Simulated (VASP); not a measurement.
Energy against volume of Ge (diamond). All values below come from AM05 GGA, VASP's PBE PAW potentials (set 64) (plane waves; VASP 6.6.1).

```tsv
V (Å³/atom)	E (eV/atom)
21.485	-4.67665
22.170	-4.69173
22.856	-4.69664
23.542	-4.69307
24.227	-4.68233
```

Fit a third-order Birch-Murnaghan equation of state.

volume per atom: 22.89 Å^3/atom
bulk modulus: 65.7 GPa
pressure derivative of the bulk modulus: 4.87
lattice constant a: 5.679 Å

Measured: bulk modulus 77.3 GPa at 0 K (computed value off by -15.1 %), as given by Tanner et al., (2021), arXiv:2110.11888 [low-temperature value with the zero-point effect removed]; a 5.644 Å at 0 K (computed value off by +0.6 %), as given by Daniel Mejia-Rodriguez et al., Physical Review B (2018), arXiv:1807.09216 [static lattice: zero-point anharmonic expansion removed].

The compound is Ge in the diamond structure. It was relaxed first.
